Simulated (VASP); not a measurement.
# CrTe2 (P-3m1) in VASP: single point with LDA

Aim: the single point of CrTe2 with LDA.

All numbers are computed with VASP 6.6.1; they aren't measurements. Logs are shortened: lines on timing, memory, paths and dates and some standing lists are left out, and cuts for length are marked.

## 1. Starting point

It takes space group P-3m1 (No. 164, trigonal). The conventional cell has a = 3.790 Å, b = 3.790 Å, c = 6.130 Å, α = 90.00°, β = 90.00°, γ = 120.00°. Around Cr (site symmetry -3m) lie 6 Te at 2.66 Å. Te (site symmetry 3m) has 3 Cr at 2.66 Å as nearest neighbours.

The cell was built by a generator and isn't the measured one.

## 2. Single point, LDA, non-collinear spin, ferromagnetic start, spin-orbit coupling

Contents of INCAR:

```
ALGO = Normal ; EDIFF = 1E-7
ENCUT = 520 ; GGA = CA
GGA_COMPAT = False ; ISIF = 2
ISMEAR = -1 ; LASPH = True
LCHARG = False ; LMAXMIX = 4
LORBIT = 11 ; LORBMOM = True
LREAL = False ; LSORBIT = True
LWAVE = False ; MAGMOM = 1.732 1.732 1.732 0 0 0 0 0 0
NELM = 120 ; PREC = Accurate
SAXIS = 0 0 1 ; SIGMA = 0.05
```

Contents of KPOINTS:

```
k-points
0
Gamma
  10 10 6
```

Contents of POSCAR:

```
CrTe2
1.0
    3.7900000000      0.0000000000      0.0000000000
   -1.8950000000      3.2822362800      0.0000000000
    0.0000000000      0.0000000000      6.1300000000
Cr Te
1 2
Direct
    0.0000000000      0.0000000000      0.0000000000
    0.3333334000      0.6666668000      0.2458662000
    0.6666667000      0.3333334000      0.7541338000
```

Potentials or basis: VASP PAW LDA potentials, release 64 (Cr_pv, Te).

On the command line:

```bash
cat potpaw_LDA.64/Cr_pv/POTCAR potpaw_LDA.64/Te/POTCAR > POTCAR
mpirun -np 1 vasp_ncl > vasp.out
```

OUTCAR:

```text
EDIFF = 1E-7
   ENCUT = 520
   GGA = CA
   ISIF = 2
   ISMEAR = -1
   LASPH = True
   LORBIT = 11
   LREAL = False
   LSORBIT = True
   NELM = 120
   PREC = Accurate

 ion  position               nearest neighbor table
   1  0.000  0.000  0.000-   3 2.66   2 2.66   2 2.66   3 2.66   3 2.66   2 2.66
   2  0.333  0.667  0.246-   1 2.66   1 2.66   1 2.66
   3  0.667  0.333  0.754-   1 2.66   1 2.66   1 2.66

  LATTYP: Found a hexagonal cell.
 ALAT       =     3.7900000000
 C/A-ratio  =     1.6174142480

  Lattice vectors:

 A1 = (   3.7900000000,   0.0000000000,   0.0000000000)
 A2 = (  -1.8950000000,   3.2822362800,   0.0000000000)
 A3 = (   0.0000000000,   0.0000000000,   6.1300000000)

Analysis of symmetry for initial positions (statically):
=====================================================================
 Subroutine PRICEL returns:
 Original cell was already a primitive cell.

 Routine SETGRP: Setting up the symmetry group for a
 hexagonal supercell.

 Subroutine GETGRP returns: Found 12 space group operations
 (whereof 12 operations were pure point group operations)
 out of a pool of 24 trial point group operations.

The static configuration has the point symmetry D_3d.

Analysis of symmetry for dynamics (positions and initial velocities):
=====================================================================
 Subroutine PRICEL returns:
 Original cell was already a primitive cell.

 Routine SETGRP: Setting up the symmetry group for a
 hexagonal supercell.

 Subroutine GETGRP returns: Found 12 space group operations
 (whereof 12 operations were pure point group operations)
 out of a pool of 24 trial point group operations.

The dynamic configuration has the point symmetry D_3d.

Analysis of structural, dynamic, and magnetic symmetry:
=====================================================================
 Subroutine PRICEL returns:
 Original cell was already a primitive cell.

 Routine SETGRP: Setting up the symmetry group for a
 hexagonal supercell.

 Subroutine GETGRP returns: Found  2 space group operations
 (whereof  2 operations were pure point group operations)
 out of a pool of 24 trial point group operations.

The overall configuration has the point symmetry S_2 .

 Subroutine INISYM returns: Found  2 space group operations
 (whereof  2 operations are pure point group operations),
 and found     1 'primitive' translations

----------------------------------------------------------------------------------------

                                     Primitive cell

  volume of cell :      76.2552

  direct lattice vectors                    reciprocal lattice vectors
     3.790000000  0.000000000  0.000000000     0.263852243  0.152335163  0.000000000
    -1.895000000  3.282236280  0.000000000     0.000000000  0.304670327  0.000000000
     0.000000000  0.000000000  6.130000000     0.000000000  0.000000000  0.163132137

  length of vectors
     3.790000000  3.790000000  6.130000000     0.304670327  0.304670327  0.163132137

  position of ions in fractional coordinates (direct lattice)
     0.000000000  0.000000000  0.000000000
     0.333333400  0.666666800  0.245866200
     0.666666700  0.333333400  0.754133800

  ion indices of the primitive-cell ions
   primitive index   ion index
                 1           1
                 2           2
                 3           3

----------------------------------------------------------------------------------------

 KPOINTS: k-points

Automatic generation of k-mesh.
 Grid dimensions read from file:
 generate k-points for:   10   10    6

 Generating k-lattice:

  Cartesian coordinates                     Fractional coordinates (reciprocal lattice)
     0.026385224  0.015233516  0.000000000     0.100000000  0.000000000  0.000000000
     0.000000000  0.030467033  0.000000000     0.000000000  0.100000000  0.000000000
     0.000000000  0.000000000  0.027188690     0.000000000  0.000000000  0.166666667

  Length of vectors
     0.030467033  0.030467033  0.027188690

  Shift w.r.t. Gamma in fractional coordinates (k-lattice)
     0.000000000  0.000000000  0.000000000

 Subroutine IBZKPT returns following result:
 ===========================================

 Found    304 irreducible k-points:

 Following reciprocal coordinates:
            Coordinates               Weight
  0.000000  0.000000  0.000000      1.000000
  0.100000  0.000000  0.000000      2.000000
  0.000000  0.100000  0.000000      2.000000
 -0.100000  0.100000  0.000000      2.000000
  0.200000  0.000000  0.000000      2.000000
  0.000000  0.200000  0.000000      2.000000
[... 16 lines left out ...]
 -0.200000  0.300000  0.000000      2.000000
  0.100000  0.200000  0.000000      2.000000
 [... further k-points ...]
   k-points           NKPTS =    304   k-points in BZ     NKDIM =    304   number of bands    NBANDS=     34
[... 17 lines left out ...]
   EDIFF  = 0.1E-06   stopping-criterion for ELM
   LREAL  =      F    real-space projection
   EDIFFG = 0.1E-05   stopping-criterion for IOM
   NSW    =      0    number of steps for IOM
   IBRION =     -1    ionic relax: 0-MD 1-quasi-New 2-CG
   NFREE  =      0    steps in history (QN), initial steepest desc. (CG)
   ISIF   =      2    stress and relaxation
   ISYM   =      2    0-nonsym 1-usesym 2-fastsym
   POTIM  = 0.5000    time-step for ionic-motion
   TEBEG  =    0.0;   TEEND  =   0.0 temperature during run
   PSTRESS=    0.0 pullay stress
   NELECT =      24.0000    total number of electrons
   NUPDOWN=      -1.0000    fix difference up-down
   EMIN   =  10.00;   EMAX   =-10.00  energy-range for DOS
   EFERMI =   0.00;   METHOD = LEGACY
   ISMEAR =    -1;   SIGMA  =   0.05  broadening in eV -4-tet -1-fermi 0-gaus
   EFERMI_NEDOS =   21; number of points for ismear=-14 and -15
   IALGO  =     38    algorithm
   IMIX   =      4    mixing-type and parameters
     AMIX     =   0.40;   BMIX     =  1.00
     AMIX_MAG =   1.60;   BMIX_MAG =  1.00
  volume/ion in A,a.u.               =      25.42       171.53
  Fermi-wavevector in a.u.,A,eV,Ry     =   1.113582  2.104364 16.872097  1.240064
  Thomas-Fermi vector in A             =   2.250168
   LORBIT       =     11    0 simple, 1 ext, 2 COOP (PROOUT), +10 PAW based schemes
   GGA     = CA    functional components
   LHFCALC =     F    Hartree Fock is set to
   AEXX    =    0.0000 exact exchange contribution
   IVDW    =     0    specifies the selected vdW correction
   LEPSILON=     F    determine dielectric tensor
   LRPA    =     F    only Hartree local field effects (RPA)
  energy-cutoff  :      520.00
  volume of cell :       76.26
 maximum number of plane-waves:      4140
   NGX = 15   NGY = 15   NGZ = 23

 number of electron      24.0000005 magnetization       1.3787368      1.3785672      1.3783544

 Free energy of the ion-electron system (eV)
  ---------------------------------------------------
  ext. energy  EPLUGINS =         0.00000000
  ---------------------------------------------------
  free energy    TOTEN  =       -18.63302591 eV

  energy without entropy =      -18.62025618  energy(sigma->0) =      -18.62664105

 E-fermi :   6.6234     XC(G=0): -10.2344

 val. band max:        6.6143480163   @ k =   0.0000   0.0000   0.1667
 cond. band min:       6.6333591626   @ k =   0.0000   0.0000   0.3333
 fundamental gap:      0.0190111463
 Fermi energy:         6.6233988382

 k-point     1 :       0.0000    0.0000    0.0000
  band No.  band energies     occupation
      1     -37.1656      1.00000
      2     -36.8506      1.00000
      3     -36.3990      1.00000
      4     -34.6360      1.00000
      5     -34.3225      1.00000
      6     -34.0670      1.00000
[... 877 lines left out ...]
     33      11.1505      0.00000
     34      12.3333      0.00000

 [... further k-points ...]
[... 5 lines left out ...]
  --------------------------------------------------------------------------------------
  -------------------------------------------------------------------------------------
  Total       -1.4742219     -1.4718785     -1.2683269     -0.0016351     -0.0001667      0.0009772
  in kB      -30.9744716    -30.9252347    -26.6484680     -0.0343544     -0.0035027      0.0205327
  external PRESSURE =     -29.5160581 kB  Pullay stress =       0.0000000 kB

 VOLUME and BASIS-vectors are now :
 -----------------------------------------------------------------------------
  energy-cutoff  :      520.00
  volume of cell :       76.26
      direct lattice vectors                 reciprocal lattice vectors
     3.790000000  0.000000000  0.000000000     0.263852243  0.152335163  0.000000000
    -1.895000000  3.282236280  0.000000000     0.000000000  0.304670327  0.000000000
     0.000000000  0.000000000  6.130000000     0.000000000  0.000000000  0.163132137

 POSITION                                       TOTAL-FORCE (eV/Angst)
 -----------------------------------------------------------------------------------
      0.00000      0.00000      0.00000         0.000000      0.000000      0.000000
      0.00000      2.18816      1.50716         0.000035      0.000246      0.008368
      1.89500      1.09408      4.62284        -0.000035     -0.000246     -0.008368
 -----------------------------------------------------------------------------------
    total drift:                                0.000000     -0.000172      0.000000

  FREE ENERGIE OF THE ION-ELECTRON SYSTEM (eV)
  ---------------------------------------------------
  free  energy   TOTEN  =       -18.6330259146 eV

  energy  without entropy=      -18.6202561761  energy(sigma->0) =      -18.62664105

 orbital moment (x)

 # of ion     p       d       tot
 ----------------------------------------
  1        -0.001   0.011   0.010
  2        -0.002  -0.000  -0.002
  3        -0.002  -0.000  -0.002
 ----------------------------------------
           -0.004   0.010   0.006

 orbital moment (y)

 # of ion     p       d       tot
 ----------------------------------------
  1        -0.001   0.011   0.010
  2        -0.002  -0.000  -0.002
  3        -0.002  -0.000  -0.002
 ----------------------------------------
           -0.004   0.010   0.006

 orbital moment (z)

 # of ion     p       d       tot
 ----------------------------------------
  1        -0.001   0.006   0.005
  2        -0.001  -0.000  -0.002
  3        -0.001  -0.000  -0.002
 ----------------------------------------
           -0.003   0.005   0.002

 Spin-Orbit-Coupling matrix elements

 Ion:    1  E_soc:     -0.0272235
 l=   1
     0.0000000    -0.0034729    -0.0034631
    -0.0034729     0.0000000    -0.0034739
    -0.0034631    -0.0034739     0.0000000
 l=   2
     0.0000000    -0.0002641     0.0000000    -0.0002498    -0.0007107
    -0.0002641     0.0000000    -0.0005834    -0.0003446    -0.0002431
     0.0000000    -0.0005834     0.0000000    -0.0005778     0.0000000
    -0.0002498    -0.0003446    -0.0005778     0.0000000    -0.0002283
    -0.0007107    -0.0002431     0.0000000    -0.0002283     0.0000000
 l=   3
     0.0000000     0.0000000     0.0000000     0.0000000     0.0000000     0.0000000     0.0000000
     0.0000000     0.0000000     0.0000000     0.0000000     0.0000000     0.0000000     0.0000000
     0.0000000     0.0000000     0.0000000     0.0000000     0.0000000     0.0000000     0.0000000
     0.0000000     0.0000000     0.0000000     0.0000000     0.0000000     0.0000000     0.0000000
[... 29 lines left out ...]
 l=   2
     0.0000000    -0.0000274     0.0000000    -0.0000273    -0.0001081
    -0.0000274     0.0000000    -0.0000668     0.0000026    -0.0000274
     0.0000000    -0.0000668     0.0000000    -0.0000666     0.0000000
    -0.0000273     0.0000026    -0.0000666     0.0000000    -0.0000273
    -0.0001081    -0.0000274     0.0000000    -0.0000273     0.0000000
 l=   3
     0.0000000     0.0000000     0.0000000     0.0000000     0.0000000     0.0000000     0.0000000
     0.0000000     0.0000000     0.0000000     0.0000000     0.0000000     0.0000000     0.0000000
     0.0000000     0.0000000     0.0000000     0.0000000     0.0000000     0.0000000     0.0000000
     0.0000000     0.0000000     0.0000000     0.0000000     0.0000000     0.0000000     0.0000000
     0.0000000     0.0000000     0.0000000     0.0000000     0.0000000     0.0000000     0.0000000
     0.0000000     0.0000000     0.0000000     0.0000000     0.0000000     0.0000000     0.0000000
     0.0000000     0.0000000     0.0000000     0.0000000     0.0000000     0.0000000     0.0000000

 total charge

# of ion       s       p       d       tot
------------------------------------------
    1        0.295   6.255   4.202  10.752
    2        1.390   1.968   0.046   3.404
    3        1.390   1.968   0.046   3.404
--------------------------------------------------
tot          3.074  10.191   4.295  17.560

 magnetization (x)

# of ion       s       p       d       tot
------------------------------------------
    1        0.022   0.010   1.438   1.471
    2       -0.001  -0.073   0.004  -0.070
    3       -0.001  -0.073   0.004  -0.070
--------------------------------------------------
tot          0.020  -0.135   1.447   1.332

 magnetization (y)

# of ion       s       p       d       tot
------------------------------------------
    1        0.022   0.010   1.438   1.470
    2       -0.001  -0.073   0.004  -0.069
    3       -0.001  -0.073   0.004  -0.069
--------------------------------------------------
tot          0.020  -0.135   1.446   1.331

 magnetization (z)

# of ion       s       p       d       tot
------------------------------------------
    1        0.022   0.010   1.437   1.470
    2       -0.001  -0.073   0.004  -0.070
    3       -0.001  -0.073   0.004  -0.070
--------------------------------------------------
tot          0.020  -0.135   1.446   1.331
```

It took 19 min on 1 thread of Intel Xeon 6975P-C (Granite Rapids), shared host; peak memory 1.1 GiB.

Results:

```
Free energy                                           : -18.6330 eV
Pressure                                              : -3.0 GPa
Largest force                                         : 0.008 eV/Å
Net moment                                            : 2.39 μB per cell
Valence electrons inside the program's atomic spheres : Cr 10.75; Te 3.40
```

Forces in eV/Å, atoms in the order of the input:
```
Cr   0.000  0.000  0.000
Te   0.000  0.000  0.008
Te   0.000  0.000 -0.008
```

Moments on the atoms (μB; x, y, z):
```
Cr   1.47  1.47  1.47
Te  -0.07 -0.07 -0.07
Te  -0.07 -0.07 -0.07
```

Caveat: a cell with one magnetic atom can't hold antiferromagnetic order, which such compounds often take.
